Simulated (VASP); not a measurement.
The system is C.

```
CELL_PARAMETERS angstrom
2.46100 0.00000 0.00000
-1.23050 2.13129 0.00000
0.00000 0.00000 6.97632
ATOMIC_POSITIONS crystal
C 0.00000 0.00000 0.25000
C 0.33333 0.66667 0.25000
C 0.00000 0.00000 0.75000
C 0.66667 0.33333 0.75000
```

The cell was built by a generator and needn't be a form met in nature.

Base run:

```yaml
Program: VASP 6.6.1
Functional: r2SCAN
Dispersion: rVV10
Potentials_or_basis: VASP PAW PBE potentials, release 64 (C)
Cutoff: 520 eV
k_mesh: 16 × 16 × 4
Occupations: fermi-dirac, width 0.05 eV
Spin: no spin polarisation
```

Its results: band gap on the k mesh 0.72 eV, direct; pressure -1.6 GPa.

Question: The run is repeated on the same cell with these changes: functional from r2SCAN to SCAN. What comes out?

Answer: Band gap on the k mesh 0.71 eV, direct; pressure -3.0 GPa.

Caveats: the PAW data sets were made with another functional, which shifts forces and pressure a little.

A k mesh can miss the band edges.
